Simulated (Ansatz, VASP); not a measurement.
**Cross-check of GaP (GaP (F-43m)) between VASP and Ansatz**

Wanted: the spread between two codes on one cell, functional and k mesh. The cell is taken from a series of runs on this material, whose earlier steps may have relaxed, scaled, displaced or heated it; both programs get it as it stands.

Main program and level: Ansatz 0.2.0; plane waves, with VASP 6.6.1 beside it; single point at PBE0.

**1. The starting structure**

Symmetry: F-43m, No. 216, cubic system. The conventional cell has a = 5.505 Å, b = 5.505 Å, c = 5.505 Å, α = 90.00°, β = 90.00°, γ = 90.00°. Nearest to Ga lie 4 P at 2.38 Å. P has 4 Ga at 2.38 Å nearest. Farther neighbours are not listed.

As a file:

```xyz
8
Lattice="5.5051 0.0000 0.0000 0.0000 0.0000 -5.5051 0.0000 5.5051 0.0000" Properties=species:S:1:pos:R:3 pbc="T T T"
Ga    0.0000    0.0000    0.0000
Ga    0.0000    2.7526   -2.7526
Ga    2.7526    2.7526    0.0000
Ga    2.7526    0.0000   -2.7526
P     1.3763    1.3763   -1.3763
P     1.3763    4.1288   -4.1288
P     4.1288    4.1288   -1.3763
P     4.1288    1.3763   -4.1288
```

**2. VASP: single point, PBE0**

With cell and atoms fixed, the geometry can't cause a difference; cores, projectors, grids and the points listed under the comparison can.

Lines of VASP's logs that name or quote its potential files are left out, and so is its time.

The run reads the wave functions of an earlier VASP run, which isn't shown here.

Input file INCAR:

```
SYSTEM = GaP
PREC = Accurate
ENCUT = 400
EDIFF = 1E-06
NELM = 100
ISMEAR = 0
SIGMA = 0.01
LREAL = .FALSE.
ALGO = Normal
LHFCALC = .TRUE.
AEXX = 0.25
GGA = PE
LASPH = .TRUE.
NBANDS = 44
PRECFOCK = Fast
LORBIT = 11
LWAVE = .FALSE.
LCHARG = .FALSE.
ISIF = 2
```

Input file POSCAR:

```
GaP
1.0
    5.5051282318      0.0000000000      0.0000000000
    0.0000000000      0.0000000000     -5.5051282318
    0.0000000000      5.5051282318      0.0000000000
Ga P
4 4
Direct
    0.0000000000      0.0000000000      0.0000000000
    0.0000000000      0.5000000000      0.5000000000
    0.5000000000      0.0000000000      0.5000000000
    0.5000000000      0.5000000000      0.0000000000
    0.2500000000      0.2500000000      0.2500000000
    0.2500000000      0.7500000000      0.7500000000
    0.7500000000      0.2500000000      0.7500000000
    0.7500000000      0.7500000000      0.2500000000
```

Input file KPOINTS:

```
Automatic mesh
0
Gamma
2 2 2
0 0 0
```

PAW data sets: Ga_d and P (PBE family, release 64).

Run with:

```sh
$ export OMP_NUM_THREADS=3
$ mpirun -np 1 vasp_std
```

Numbers of over 12 decimals in the logs are rounded to 6 here.

Log:

```text
[banner, memory and clock lines left out]
running    1 mpi-ranks, on    1 nodes
 distrk:  each k-point on    1 cores,    1 groups
 distr:  one band on    1 cores,    1 groups
 Offloading initialized ...    1 GPUs detected
 POSCAR found type information on POSCAR GaP
 POSCAR found :  2 types and       8 ions
 LDA part: xc-table for (Slater+PW92), standard interpolation
 found WAVECAR, reading the header
 POSCAR, INCAR and KPOINTS ok, starting setup
 FFT: planning ... GRIDC
 FFT: planning ... GRID_SOFT
 FFT: planning ... GRID
 reading WAVECAR
 the WAVECAR file was read successfully
 initial charge from wavefunction
 entering main loop
       N       E                     dE             d eps       ncg     rms          rms(c)
DAV:   1    -0.465146064960E+02   -0.46515E+02   -0.23744E+00   476   0.211E+01    0.177E+00
DAV:   2    -0.465244478727E+02   -0.98414E-02   -0.34611E-01   432   0.514E+00    0.194E+00
DAV:   3    -0.465222170017E+02    0.22309E-02   -0.52954E-02   476   0.193E+00    0.185E+00
DAV:   4    -0.465214224286E+02    0.79457E-03   -0.54577E-03   436   0.567E-01    0.111E+00
DAV:   5    -0.465209788052E+02    0.44362E-03   -0.44994E-04   436   0.135E-01    0.651E-01
DAV:   6    -0.465208374929E+02    0.14131E-03   -0.12563E-04   400   0.592E-02    0.378E-01
DAV:   7    -0.465207893947E+02    0.48098E-04   -0.28543E-05   380   0.298E-02    0.216E-01
DAV:   8    -0.465207707071E+02    0.18688E-04   -0.69132E-06   328   0.156E-02    0.121E-01
DAV:   9    -0.465207635989E+02    0.71081E-05   -0.26539E-06   296   0.101E-02    0.668E-02
DAV:  10    -0.465207610764E+02    0.25226E-05   -0.94654E-07   188   0.740E-03    0.374E-02
DAV:  11    -0.465207601058E+02    0.97061E-06   -0.51479E-07   188   0.633E-03
   1 F= -.46520760E+02 E0= -.46520760E+02  d E =-.233329E-18
```

From OUTCAR (step 2):

```text
ion  position               nearest neighbor table
   1  0.000  0.000  0.000-   5 2.38   6 2.38   7 2.38   8 2.38
   2  0.000  0.500  0.500-   5 2.38   6 2.38   7 2.38   8 2.38
   3  0.500  0.000  0.500-   5 2.38   6 2.38   7 2.38   8 2.38
   4  0.500  0.500  0.000-   5 2.38   6 2.38   7 2.38   8 2.38
   5  0.250  0.250  0.250-   1 2.38   2 2.38   3 2.38   4 2.38
   6  0.250  0.750  0.750-   1 2.38   2 2.38   3 2.38   4 2.38
   7  0.750  0.250  0.750-   1 2.38   2 2.38   3 2.38   4 2.38
   8  0.750  0.750  0.250-   1 2.38   2 2.38   3 2.38   4 2.38

  LATTYP: Found a simple cubic cell.
 ALAT       =     5.5051282318

 Subroutine GETGRP returns: Found 24 space group operations
 (whereof 24 operations were pure point group operations)

The static configuration has the point symmetry T_d .

 Found      4 irreducible k-points:

   k-points           NKPTS =      4   k-points in BZ     NKDIM =      8   number of bands    NBANDS=     44

   dimension x,y,z NGX =    36 NGY =   36 NGZ =   36
   dimension x,y,z NGXF=    72 NGYF=   72 NGZF=   72

   ENCUT  =  400.0 eV  29.40 Ry    5.42 a.u.   8.98  8.98  8.98*2*pi/ulx,y,z

   NELECT =      72.0000    total number of electrons

 k-points in reciprocal lattice and weights: Automatic mesh
   0.00000000  0.00000000  0.00000000       0.125
   0.50000000  0.00000000  0.00000000       0.375
   0.50000000  0.50000000  0.00000000       0.375
   0.50000000  0.50000000  0.50000000       0.125

  exchange ACFDT corr.  =         0.00000000  see jH, gK, PRB 81, 115126

 average (electrostatic) potential at core
       1 -58.2500       2 -58.2500       3 -58.2501       4 -58.2501       5 -79.6270
       6 -79.6270       7 -79.6270       8 -79.6270

 E-fermi :   3.5903

 k-point     1 :       0.0000    0.0000    0.0000
  band No.  band energies     occupation
    ...
     32       0.7011      2.00000
     33       0.7011      2.00000
     34       3.5297      2.00000
     35       3.5297      2.00000
     36       3.5297      2.00000
     37       6.6523      0.00000
     38       6.6523      0.00000
     39       6.6523      0.00000
     40       6.8641      0.00000
     41       6.9058      0.00000
    ...

 k-point     2 :       0.5000    0.0000    0.0000
  band No.  band energies     occupation
    ...
     32      -0.0238      2.00000
     33       1.7823      2.00000
     34       1.7823      2.00000
     35       1.7823      2.00000
     36       1.7823      2.00000
     37       7.2767      0.00000
     38       7.2767      0.00000
     39       8.8443      0.00000
     40       8.8443      0.00000
     41       9.8071      0.00000
    ...

 k-point     3 :       0.5000    0.5000    0.0000
  band No.  band energies     occupation
    ...
     32      -0.0011      2.00000
     33       2.2762      2.00000
     34       2.2762      2.00000
     35       2.2762      2.00000
     36       2.2762      2.00000
     37       8.3134      0.00000
     38       8.3134      0.00000
     39       8.3134      0.00000
     40       8.3134      0.00000
     41      10.9596      0.00000
    ...

  Total       -2.3080317     -2.3080317     -2.3080317      0.0000000      0.0000000      0.0000000
  in kB      -22.1640964    -22.1640964    -22.1640964      0.0000000      0.0000000      0.0000000
  external PRESSURE =     -22.1640964 kB  Pullay stress =       0.0000000 kB

  energy-cutoff  :      400.00
  volume of cell :      166.84
      direct lattice vectors                 reciprocal lattice vectors
     5.505128232  0.000000000  0.000000000     0.181648811 -0.000000000  0.000000000
     0.000000000  0.000000000 -5.505128232     0.000000000  0.000000000 -0.181648811
     0.000000000  5.505128232  0.000000000    -0.000000000  0.181648811  0.000000000

 POSITION                                       TOTAL-FORCE (eV/Angst)
 -----------------------------------------------------------------------------------
      0.00000      0.00000      0.00000        -0.000000     -0.000000     -0.000000
      0.00000      2.75256     -2.75256         0.000000      0.000000      0.000000
      2.75256      2.75256      0.00000         0.000000     -0.000000     -0.000000
      2.75256      0.00000     -2.75256        -0.000000     -0.000000     -0.000000
      1.37628      1.37628     -1.37628        -0.000000      0.000000     -0.000000
      1.37628      4.12885     -4.12885        -0.000000      0.000000     -0.000000
      4.12885      4.12885     -1.37628         0.000000      0.000000      0.000000
      4.12885      1.37628     -4.12885         0.000000      0.000000      0.000000
 -----------------------------------------------------------------------------------
    total drift:                               -0.000116     -0.000098     -0.000049

  FREE ENERGIE OF THE ION-ELECTRON SYSTEM (eV)
  ---------------------------------------------------
  free  energy   TOTEN  =       -46.5207601058 eV

  energy  without entropy=      -46.5207601058  energy(sigma->0) =      -46.52076011

 total charge
# of ion       s       p       d       tot
------------------------------------------
    1        0.809   0.826  10.024  11.658
    2        0.809   0.826  10.024  11.658
    3        0.809   0.826  10.024  11.658
    4        0.809   0.826  10.024  11.658
    5        1.004   1.548   0.000   2.552
    6        1.004   1.548   0.000   2.552
    7        1.004   1.548   0.000   2.552
    8        1.004   1.548   0.000   2.552
--------------------------------------------------
tot          7.249   9.494  40.097  56.840

[... 1 further part left out ...]
```

The run ends at a pressure of -2.22 GPa.

[end of part 1 of 2]

[Lines on the potential files, build, host, timing and source positions are cut from VASP's logs without a mark.]

[Logs are printed without paths, hosts, clocks, repeated set-up lines and the standing remarks that a program may print on its own settings, such as how far it seeks lower states.]

[Hosts, paths, dates, database ids (printed as entryN), source tags and the programs' standing remarks are cut or masked in the printed files.]
